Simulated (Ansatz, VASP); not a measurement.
## Cross-check of TiSe2 between VASP and Ansatz

Wanted: the spread between two codes on one cell, functional and k mesh. The structure shown is the start of the Ansatz relaxation below; VASP solves that cell, so the two are compared at the walk's first step.

Calculated with Ansatz 0.2.0; plane waves, with VASP 6.6.1 beside it; single point at PBEsol.

### 1. The structure

The cell holds 3 atoms: 2 Se and 1 Ti. Cell: a = 3.496 Å, b = 3.496 Å, c = 30.123 Å, α = 90.0°, β = 90.0°, γ = 60.0°. Vacuum lies along c. The height across the vacuum is the one that the program set for its solve, not the one typed.

### 2. Ansatz: relaxation, PBEsol

Ansatz runs on its default PAW (the set named soft_2) files.

The two programs are compared at the cell with which this relaxation starts, whose forces are those of its first step.

The input, input.yaml:

```yaml
crystal:
  lattice:
    - [3.4963238535, -2.9e-09, 0.0]
    - [1.7481619292, 3.0279052755, 0.0]
    - [0.0, 0.0, 19.4153488]
  atoms:
    - { symbol: Se, position: [0.0, 0.0, 0.58141877] }
    - { symbol: Se, position: [0.6666666667, 0.6666666667, 0.41858123] }
    - { symbol: Ti, position: [0.3333333333, 0.3333333333, 0.5] }
  periodic: [true, true, false]
kpoints:
  mp_grid: { grid: [7, 7, 1] }
scf:
  occupations: { method: fermi_dirac, width: 0.05 }
hamiltonian:
  xc: pbesol
output:
  forces: true
  stress: true
  write_density: true
  write_potential: true
  elf: true
  volumetric_format: npy
relax:
  f_tol: 0.02
  max_steps: 50
  cell: {}
```

Started as:

```sh
$ ansatz run input.yaml --threads 2 --pin off --max-ram 5120MiB --backend cpu --events-out ev --progress --plain --runs-dir out
```

Numbers of over 12 decimals in the logs are rounded to 6 here.

Log:

```text
Warning: crystal.periodic: the lattice vector that does not repeat stood 0.000° off the slab's normal, 19.415 Å along it as the deck builds it. The run solves the slab on a vector along the normal, 30.123 Å long, with every atom where it was (on the deck's vector they left 16.25 Å outside them, and the widest stretch free of ions among them is 1.58 Å). A fractional position that the run reports is one of the run's ce [...]
crystal.periodic: the lattice vector that does not repeat stood 0.000° off the slab's normal, 19.415 Å along it as the deck builds it. The run solves the slab on a vector along the normal, 30.123 Å long, with every atom where it was (on the deck's vector they left 16.25 Å outside them, and the widest stretch free of ions among them is 1.58 Å). A fractional position that the run reports is one of the run's cell, which [...]
Engine: ansatz 0.2.0, x86_64-unknown-linux-gnu
Pseudopotentials: kind: paw
Pseudopotential: Se, paw, valence charge 16, recommended cutoff 420 eV (normal), Se.paw.azcp
Pseudopotential: Ti, paw, valence charge 12, recommended cutoff 420 eV (normal), Ti.paw.azcp
Functional definition: PBEsol
  exchange = pbesol_x
  correlation = pbesol_c
Crystal: 3 atoms, lattice volume = 318.899 Å³
Basis set: ecut = 420 eV, 6203 PW (Γ), exchange–correlation on 48×48×432 points (8 copies of the dense FFT grid, shifted against one another)
Bands: 27, of which v1, the nominal top of the filled ones, is band 22 counted from 1 (21 counted from 0)
Symmetry: 12 space group operations
Space group: P-3m1 (ITA 164), of the structure as read, at distance tolerance 6.8e-5 Å
k-points: 8 of 49
Non-local potential: Se, projectors of the file, l = 0: 2, l = 1: 2, l = 2: 3, l = 3: 1
Non-local potential: Ti, projectors of the file, l = 0: 3, l = 1: 2, l = 2: 3, l = 3: 1
PAW form: soft (Blöchl's): semilocal exchange-correlation on the pseudo side does not see the compensation charge
PAW frozen core: Se, regenerated for the run's functional, and the local potential with it (the file was generated under x = pbe(κ = 0.804, μ = 0.219515), c = pbe(β = 0.066725))
PAW frozen core: Ti, regenerated for the run's functional, and the local potential with it (the file was generated under x = pbe(κ = 0.804, μ = 0.219515), c = pbe(β = 0.066725))
PAW one-centre angular grid: Se, 590 points (default); XC on 64 Gauss nodes
PAW one-centre angular grid: Ti, 590 points (default); XC on 64 Gauss nodes
Initial density: superposition of atomic densities (neutral atoms: chi_scale 0, normalization atom), corrected by the library's trained network
Initial wavefunctions: pseudopotential atomic-orbital guess
Functional: x = pbesol(κ = 0.804, μ = 0.123457), c = pbesol(β = 0.046)
[...]
Crystal: 3 atoms, lattice volume = 315.969 Å³
Basis set: ecut = 420 eV, 6167 PW (Γ), exchange–correlation on 48×48×432 points (8 copies of the dense FFT grid, shifted against one another)
iter 1 solved again at ethr=2.61e-5 eV; its pass at ethr=3.10e-3 eV (dr2=1.15e-2 eV) is discarded
SCF iter   1: F=—  HF=-13325.656731 eV  |F-HF|=—  |Δ(HF+E_count)|=         —  Δρ=1.29e-3  dr2=1.06e-2  ethr=2.61e-5  ⟨swp⟩=3.0  Hψ=1207  notcnv=0
preconditioner: auto → LDOS  [insulator: Δε(μ)=0.328 eV  Ē_g=7.233 eV  σ=0.050 eV  W_gap=0.67  n_scr=18 (ndim 8)  ℏωp=8.4 eV  f_vac=0.773  D(μ)=1.12/eV (n_scr^D=6)  ε∞_Penn≈2.3  β→1.0]
SCF iter   2: F=—  HF=-13325.657262 eV  |F-HF|=—  |Δ(HF+E_count)|=   5.31e-4  Δρ=1.63e-3  dr2=1.84e-2  ethr=2.42e-5  ⟨swp⟩=2.9  Hψ=358  notcnv=0
SCF iter   3: F=—  HF=-13325.655345 eV  |F-HF|=—  |Δ(HF+E_count)|=   1.92e-3  Δρ=1.15e-4  dr2=3.00e-5  ethr=2.42e-5  ⟨swp⟩=2.9  Hψ=325  notcnv=0
SCF iter   4: F=—  HF=-13325.655396 eV  |F-HF|=—  |Δ(HF+E_count)|=   5.12e-5  Δρ=5.37e-5  dr2=2.16e-5  ethr=6.81e-8  ⟨swp⟩=4.0  Hψ=496  notcnv=0
SCF iter   5: F=—  HF=-13325.655395 eV  |F-HF|=—  |Δ(HF+E_count)|=   1.59e-6  Δρ=1.55e-5  dr2=8.24e-7  ethr=4.92e-8  ⟨swp⟩=3.2  Hψ=444  notcnv=0
SCF iter   6: F=-13325.655396 eV  HF=-13325.655396 eV  |F-HF|=3.40e-8  |Δ(HF+E_count)|=   1.18e-6  Δρ=4.76e-6  dr2=9.93e-8  ethr=6.82e-10  ⟨swp⟩=14.6  Hψ=1822  notcnv=0
SCF 3 converged in 6 iterations: F = -13325.655396 eV  dr2 = 9.93e-8
relax step   3: F+E_penalty+E_count = -13325.65539607 eV  Δ(F+E_penalty+E_count) = -1.597e-2 eV  max|allowed force component| = 1.359e-2 eV/Å  Δτ_max = 0.0415 Å  P = -0.186 N/m  Ω = 315.969 Å³  energy of the carried Pulay correction = +5.768e-5 eV  fix = [c, alpha, beta]  reactions: c -0.000 N/m  (6 SCF iters, dr2 threshold 3.00e-7 eV, accepted)
[...]
relax step   4: F+E_penalty+E_count = -13325.65559709 eV  Δ(F+E_penalty+E_count) = -2.010e-4 eV  max|allowed force component| = 3.227e-3 eV/Å  Δτ_max = 0.0009 Å  P = -0.046 N/m  Ω = 315.144 Å³  energy of the carried Pulay correction = +7.402e-5 eV  fix = [c, alpha, beta]  reactions: c -0.000 N/m  (5 SCF iters, dr2 threshold 5.02e-8 eV, accepted)
[...]
relax step   5: F+E_penalty+E_count = -13325.65552484 eV  Δ(F+E_penalty+E_count) = +7.224e-5 eV  max|allowed force component| = 3.222e-3 eV/Å  Δτ_max = 0.0000 Å  P = -0.045 N/m  Ω = 315.144 Å³  fix = [c, alpha, beta]  reactions: c -0.000 N/m  stress off target by 4.54e-2 N/m on what of the cell is left free  SCF on the basis re-selected at this cell (its energy is not comparable with the rows above)  (6 SCF iters)
basis re-selected at this cell: Δ(F+E_penalty+E_count) = +7.224e-5 eV, ΔP = +0.000 N/m vs the last step (what re-selecting the basis moved, of the pressure what is left beyond the Pulay correction that the steps carried, after the strain that the cell walked since its last selection, with what the two solves' SCF thresholds leave and, on support functions, any second-order correction that the steps lacked; it is no m [...]
SCF converged after 6 iterations
Free energy (F): -13325.655525 eV
Harris-Foulkes:  -13325.655525 eV  (|F-HF|=1.82e-12)
Internal energy: -13325.646993 eV  (E = F + TS)
E sigma→0 (E₀):  -13325.651259 eV
Entropy (-TS):   -0.008532 eV (-2.844 meV/atom)
Fermi energy:    -5.413111 eV
--- Per-component energies (eV) ---
  E_band       = -1578.293130
  E_kinetic    = 510.120296
  E_local      = -104668.577405  (includes V_loc(G=0)·N_el)
  E_nonlocal   = -1177.882836
  E_hartree    = 51904.817985
  E_xc         = -304.457325
  E_vxc        = -319.053815  (∫ρ·V_xc dr)
  E_paw        = -4756.801192  (= ΣΔE_a)
  E_vpaw       = 267.465379  (= ΣTr[D̂ρ^β])
  E_aug_tail   = -0.001075  (compensation charges beyond the density's cutoff)
  E_ewald      = 45164.978273
  E_core_change = 2.156285  (= ΣΔE_core)
  E_smearing   = -0.008532  (= −TS)
  E_closure    = 0.000000  (closes the sum)
  Σ components = -13325.655525   (vs F -13325.655525, Δ=0.00e0)
--- Forces (eV/Å), atoms counted from 1 ---
  atom   1  Se     0.00000000    -0.00000000    -0.00322207
  atom   2  Se    -0.00000000     0.00000000     0.00322207
  atom   3  Ti    -0.00000000     0.00000000     0.00000000
  max |Σ_I F_I| component: 2.63e-30 eV/Å
--- 2D stress c σ (N/m, compression-positive) ---
       -0.045367       0.000000      -0.000000
        0.000000      -0.045367      -0.000000
       -0.000000      -0.000000      -0.000000
  P = ½ c Tr σ = -0.0454 N/m
--- Band table (eV; the first three rows and the last of 8) ---
  k-point 0: bands = [... 18 lower, -7.4790, -6.8310, -4.8236, -4.8236, -4.6966, -4.6966, -4.5265, -1.6160, ... 1 higher]
  k-point 1: bands = [... 18 lower, -7.4260, -6.5533, -6.3202, -5.6821, -4.7847, -3.9706, -3.9638, -2.4686, ... 1 higher]
  k-point 2: bands = [... 18 lower, -8.4977, -7.4375, -6.5681, -6.2326, -5.1477, -3.7576, -3.6587, -2.4444, ... 1 higher]
  k-point 7: bands = [... 18 lower, -8.7770, -8.0578, -7.7500, -7.4596, -4.1778, -3.8859, -3.6731, -2.5940, ... 1 higher]
  the weakly bound empty levels are not read free of the cell's end (no_gap_told)
--- Relaxed structure (4 steps of the walk, 4 accepted, 1 SCFs on fresh bases) ---
  F+E_penalty+E_count = -13325.65552484 eV   max|allowed force component| = 3.222e-3 eV/Å   (the final SCF, on the basis selected at the relaxed cell)
  cell:  # Å, volume = 315.1440 Å³
    - [3.475677, -2.847592443425774e-9, 0]
    - [1.737839, 3.010025, 0]
    - [0, 0, 30.123095]
  atoms:
    - { symbol: Se, position: [-3.7526529897752367e-19, -3.752652989775238e-19, 0.373567] }
    - { symbol: Se, position: [0.666667, 0.666667, 0.270967] }
    - { symbol: Ti, position: [0.333333, 0.333333, 0.322267] }
```

The column dr2 measures how far the density is from self-consistency, as an energy; F and HF (Harris–Foulkes) agree once it is small.

### 3. VASP: single point, PBEsol, start cell

The same cell, functional, mesh and smearing now go to VASP, with its own data sets.

Lines of VASP's logs that name or quote its potential files are left out, and so is its time.

The input, INCAR:

```
SYSTEM = TiSe2
PREC = Accurate
ENCUT = 400
EDIFF = 1E-06
NELM = 120
ISMEAR = -1
SIGMA = 0.05
LREAL = .FALSE.
ALGO = Normal
GGA = PS
NBANDS = 18
LASPH = .TRUE.
LORBIT = 11
LWAVE = .FALSE.
LCHARG = .FALSE.
ISIF = 2
LDIPOL = .TRUE.
IDIPOL = 3
DIPOL = 0.5 0.5 0.322
LVHAR = .TRUE.
GGA_COMPAT = .FALSE.
NELMDL = -8
```

The input, POSCAR:

```
TiSe2
1.0
    3.4963240000      0.0000000000      0.0000000000
    1.7481620000      3.0279050000      0.0000000000
    0.0000000000      0.0000000000     30.1230950000
Se Ti
2 1
Direct
    0.0000000000      0.0000000000      0.3747439631
    0.6666665566      0.6666668868      0.2697897079
    0.3333332783      0.3333334434      0.3222668189
```

The input, KPOINTS:

```
Automatic mesh
0
Gamma
7 7 1
0 0 0
```

Potentials, in the order of the species: Se and Ti_sv (PBE family, release 64).

Started as:

```sh
$ mpirun -np 1 vasp_std
```

Log:

```text
[banner, memory and clock lines left out]
running    1 mpi-ranks, on    1 nodes
 distrk:  each k-point on    1 cores,    1 groups
 distr:  one band on    1 cores,    1 groups

 POSCAR found type information on POSCAR SeTi
 POSCAR found :  2 types and       3 ions
|                                                                             |
|               ----> ADVICE to this user running VASP <----                  |
|                                                                             |
|     You enforced a specific xc type in the INCAR file but a different       |
|     [... a line on the potential file left out ...]
|     I HOPE YOU KNOW WHAT YOU ARE DOING!                                     |
|                                                                             |

 LDA part: xc-table for (Slater+PW92), standard interpolation
 POSCAR, INCAR and KPOINTS ok, starting setup
 FFT: planning ... GRIDC
 FFT: planning ... GRID_SOFT
 FFT: planning ... GRID
 WAVECAR not read
 entering main loop
       N       E                     dE             d eps       ncg     rms          rms(c)
DAV:   1     0.152967128360E+03    0.15297E+03   -0.95842E+03   360   0.816E+02
DAV:   2     0.810445919819E+00   -0.15216E+03   -0.14933E+03   364   0.225E+02
DAV:   3    -0.216070999883E+02   -0.22418E+02   -0.21957E+02   518   0.774E+01
DAV:   4    -0.224879294015E+02   -0.88083E+00   -0.87952E+00   400   0.150E+01
DAV:   5    -0.225436130060E+02   -0.55684E-01   -0.55672E-01   446   0.295E+00
DAV:   6    -0.225440606282E+02   -0.44762E-03   -0.44756E-03   416   0.343E-01
DAV:   7    -0.225440763878E+02   -0.15760E-04   -0.15758E-04   452   0.513E-02
DAV:   8    -0.225440765170E+02   -0.12917E-06   -0.12896E-06   390   0.562E-03    0.124E+01
DAV:   9    -0.210388412779E+02    0.15052E+01   -0.33990E+01   330   0.439E+01    0.119E+01
DAV:  10    -0.199599121467E+02    0.10789E+01   -0.29981E+01   368   0.368E+01    0.585E+00
DAV:  11    -0.193700129907E+02    0.58990E+00   -0.37937E+00   314   0.154E+01    0.133E+00
DAV:  12    -0.193644956080E+02    0.55174E-02   -0.11336E-01   338   0.253E+00    0.912E-01
DAV:  13    -0.193548223260E+02    0.96733E-02   -0.36695E-02   388   0.135E+00    0.310E-01
DAV:  14    -0.193535774895E+02    0.12448E-02   -0.24363E-03   358   0.393E-01    0.109E-01
[...]
DAV:  20    -0.193540448786E+02   -0.11929E-03   -0.11349E-05   352   0.126E-02    0.597E-03
DAV:  21    -0.193540554087E+02   -0.10530E-04   -0.24240E-06   294   0.103E-02    0.285E-03
DAV:  22    -0.193541066207E+02   -0.51212E-04   -0.38669E-06   306   0.109E-02    0.243E-03
DAV:  23    -0.193541086121E+02   -0.19914E-05   -0.19694E-07   232   0.370E-03    0.125E-03
DAV:  24    -0.193541247765E+02   -0.16164E-04   -0.10879E-06   246   0.424E-03    0.108E-03
DAV:  25    -0.193541260332E+02   -0.12568E-05   -0.72669E-08   224   0.210E-03    0.556E-04
DAV:  26    -0.193541293523E+02   -0.33190E-05   -0.12123E-07   242   0.107E-03    0.150E-04
DAV:  27    -0.193541302503E+02   -0.89802E-06   -0.19975E-08   206   0.587E-04
   1 F= -.19354130E+02 E0= -.19349547E+02  d E =-.916602E-02
```

Parts of OUTCAR (step 3):

```text
ion  position               nearest neighbor table
   1  0.000  0.000  0.375-   3 2.56   3 2.56   3 2.56
   2  0.667  0.667  0.270-   3 2.56   3 2.56   3 2.56
   3  0.333  0.333  0.322-   2 2.56   2 2.56   2 2.56   1 2.56   1 2.56   1 2.56

  LATTYP: Found a hexagonal cell.
 ALAT       =     3.4963236502
 C/A-ratio  =     8.6156483247

 Subroutine GETGRP returns: Found 12 space group operations
 (whereof  6 operations were pure point group operations)

The static configuration has the point symmetry C_3v.
 The point group associated with its full space group is D_3d.

 Found      8 irreducible k-points:

   k-points           NKPTS =      8   k-points in BZ     NKDIM =      8   number of bands    NBANDS=     18

   dimension x,y,z NGX =    24 NGY =   24 NGZ =  196
   dimension x,y,z NGXF=    48 NGYF=   48 NGZF=  392

   ENCUT  =  400.0 eV  29.40 Ry    5.42 a.u.   5.70  5.70 49.12*2*pi/ulx,y,z

   NELECT =      24.0000    total number of electrons

 k-points in reciprocal lattice and weights: Automatic mesh
   0.00000000  0.00000000  0.00000000       0.020
   0.14285714 -0.00000000  0.00000000       0.122
   0.28571429 -0.00000000  0.00000000       0.122
   0.42857143  0.00000000  0.00000000       0.122
   0.28571429  0.14285714  0.00000000       0.122
   0.42857143  0.14285714  0.00000000       0.245
  -0.42857143  0.14285714  0.00000000       0.122
  -0.42857143  0.28571429  0.00000000       0.122

 dipolmoment           0.000000      0.000000     -0.000005 electrons x Angstroem

 average (electrostatic) potential at core
       1 -61.0502       2 -61.0501       3 -84.7219

 E-fermi :  -3.4110

 k-point     1 :       0.0000    0.0000    0.0000
  band No.  band energies     occupation
    ...
      6     -16.0970      2.00000
      7      -7.8705      2.00000
      8      -5.3186      2.00000
      9      -5.3186      2.00000
     10      -4.8323      2.00000
     11      -2.8008      0.00001
     12      -2.8008      0.00001
     13      -2.6811      0.00000
     14      -2.6811      0.00000
     15      -2.5777      0.00000
    ...

 k-point     2 :       0.1429   -0.0000    0.0000
  band No.  band energies     occupation
    ...
      8      -6.1064      2.00000
      9      -5.2737      2.00000
     10      -4.5004      2.00000
     11      -4.3209      2.00000
     12      -3.6229      1.97156
     13      -2.7932      0.00001
     14      -2.0131      0.00000
     15      -1.9957      0.00000
     16      -0.5870      0.00000
     17       0.0482      0.00000
    ...

 k-point     3 :       0.2857   -0.0000    0.0000
  band No.  band energies     occupation
    ...
      8      -6.9171      2.00000
      9      -6.3919      2.00000
     10      -5.3043      2.00000
     11      -4.5877      2.00000
     12      -4.1506      2.00000
     13      -3.1456      0.00985
     14      -1.7969      0.00000
     15      -1.7166      0.00000
     16      -0.5529      0.00000
     17      -0.0135      0.00000
    ...

  Total       -1.0210701     -1.0210698     -1.4872101      0.0000000      0.0000000      0.0000000
  in kB       -5.1299440     -5.1299426     -7.4718718      0.0000000      0.0000000      0.0000000
  external PRESSURE =      -5.9105861 kB  Pullay stress =       0.0000000 kB

  energy-cutoff  :      400.00
  volume of cell :      318.90
      direct lattice vectors                 reciprocal lattice vectors
     3.496324000  0.000000000  0.000000000     0.286014683 -0.165130676  0.000000000
     1.748162000  3.027905000  0.000000000     0.000000000  0.330261352  0.000000000
     0.000000000  0.000000000 30.123095000     0.000000000  0.000000000  0.033197120

 POSITION                                       TOTAL-FORCE (eV/Angst)
 -----------------------------------------------------------------------------------
      0.00000      0.00000     11.28845         0.000000     -0.000000     -0.442404
      3.49632      2.01860      8.12690        -0.000000      0.000000      0.442404
      1.74816      1.00930      9.70767        -0.000000      0.000000      0.000000
 -----------------------------------------------------------------------------------
    total drift:                               -0.000000     -0.000834     -0.000936

  FREE ENERGIE OF THE ION-ELECTRON SYSTEM (eV)
  ---------------------------------------------------
  free  energy   TOTEN  =       -19.3541302503 eV

  energy  without entropy=      -19.3449642256  energy(sigma->0) =      -19.34954724

 vacuum level on the upper side and lower side of the slab         2.036         2.036

 total charge
# of ion       s       p       d       tot
------------------------------------------
    1        1.474   2.341   0.033   3.848
    2        1.474   2.341   0.033   3.848
    3        2.179   6.162   1.821  10.163
--------------------------------------------------
tot          5.128  10.844   1.887  17.859

[... 3 further parts left out ...]
```

This run has no spin polarisation, so a moment on Ti, if there is one, isn't seen.

### 4. Differences

Known differences besides the potentials themselves: Ansatz cuts the interaction across the vacuum, VASP repeats the sheet with a dipole correction; the data sets hold 44 valence electrons in Ansatz (on its default PAW (the set named soft_2) files) and 24 in VASP; the cutoff is 420 eV in Ansatz and 400 eV in VASP; Ansatz makes its cores anew for this functional, VASP keeps those of its PBE data sets. Total energies have different zeros and are not compared.

Forces (eV/Å; atoms numbered as in POSCAR):

```
atom        Ansatz x, y, z          VASP x, y, z
 Se1  0.000, 0.000, -0.472  0.000, 0.000, -0.442
 Se2   0.000, 0.000, 0.472   0.000, 0.000, 0.442
 Ti3   0.000, 0.000, 0.000   0.000, 0.000, 0.000
```

The forces differ by 14 meV/Å r.m.s., which is 6.6 % of the r.m.s. force of 0.209 eV/Å (both taken over all components). With vacuum in the cell, a pressure given here is an average over mostly empty space and none of the material.

### 5. Results

```yaml
r_m_s_force_difference_single_point_pbesol_start_cell: 6.6 % of the r.m.s. force
```

In words: The r.m.s. force difference is 6.6 % of the r.m.s. force (single point, PBEsol, start cell), beyond the 3 % picked in this series as the mark of a large difference. The data sets hold unlike numbers of valence electrons (44 in Ansatz and 24 in VASP), so part of the differences comes from the potentials. What causes the difference of the single point, PBEsol, start cell pair stays open here. 1 further run of this series is not shown here. Such differences can come from data sets, numerical settings and the points named under the comparisons, not from the functional's error against experiment.

[Lines on the potential files, build, host, timing and source positions are cut from VASP's logs without a mark.]

[Logs are printed without paths, hosts, clocks, repeated set-up lines and the standing remarks that a program may print on its own settings, such as how far it seeks lower states.]

[Hosts, paths, dates, database ids (printed as entryN), source tags and the programs' standing remarks are cut or masked in the printed files.]
